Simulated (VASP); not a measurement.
Given:

```xyz
16
Lattice="8.3720 0.0000 0.0000 -4.1860 7.2504 0.0000 0.0000 0.0000 6.2844" Properties=species:S:1:pos:R:3 pbc="T T T"
Y      5.2052     5.4850     4.7133
Y     -1.0192     1.7653     1.5711
Y     -2.1476     7.2504     1.5711
Y      2.1476     7.2504     4.7133
Y      1.0192     1.7653     4.7133
Y      3.1668     5.4850     1.5711
Y      0.0000     4.8336     3.1422
Y      4.1860     2.4168     3.1422
Y      4.1860     2.4168     0.0000
Y      0.0000     4.8336     0.0000
Si    -0.8838     7.2504     4.7133
Si     0.8838     7.2504     1.5711
Si     1.6511     2.8598     1.5711
Si     2.5349     4.3906     4.7133
Si    -1.6511     2.8598     4.7133
Si    -2.5349     4.3906     1.5711
```

All values below come from PBEsol GGA, VASP's PBE PAW potentials (set 64) (plane waves; VASP). Run with LREAL = Auto, 400 eV cut-off, Gaussian smearing of 0.050 eV, potentials Y_sv Si.

Question: Give the energies of bands 61 to 74 at the high-symmetry points, in eV from the Fermi level.

Answer: 
| band | Γ | M | K | A | L | H |
|---|---|---|---|---|---|---|
| 61 | -0.94 | -0.98 | -0.80 | -0.96 | -1.03 | -1.05 |
| 62 | -0.78 | -0.85 | -0.80 | -0.96 | -1.03 | -1.05 |
| 63 | -0.77 | -0.75 | -0.79 | -0.96 | -0.90 | -0.89 |
| 64 | -0.77 | -0.72 | -0.78 | -0.96 | -0.90 | -0.89 |
| 65 | -0.36 | -0.58 | -0.32 | -0.64 | -0.16 | -0.10 |
| 66 | -0.35 | -0.29 | -0.32 | -0.64 | -0.16 | -0.10 |
| 67 | -0.33 | -0.21 | -0.28 | -0.05 | 0.24 | 0.25 |
| 68 | -0.28 | 0.31 | -0.14 | -0.05 | 0.24 | 0.25 |
| 69 | -0.28 | 0.37 | 0.40 | -0.05 | 0.45 | 0.25 |
| 70 | 0.33 | 0.45 | 0.60 | -0.05 | 0.45 | 0.25 |
| 71 | 0.33 | 0.49 | 0.60 | 1.21 | 0.54 | 0.81 |
| 72 | 0.65 | 0.62 | 0.60 | 1.21 | 0.54 | 0.81 |
| 73 | 0.93 | 0.82 | 1.06 | 1.30 | 1.28 | 1.20 |
| 74 | 1.10 | 1.18 | 1.06 | 1.30 | 1.28 | 1.20 |

It has no gap at this level: it comes out as a metal or semimetal.

The structure comes from a computed database's Y5Si3 entry (P6_3/mcm); how it stands against other phases isn't given here. It was relaxed first.
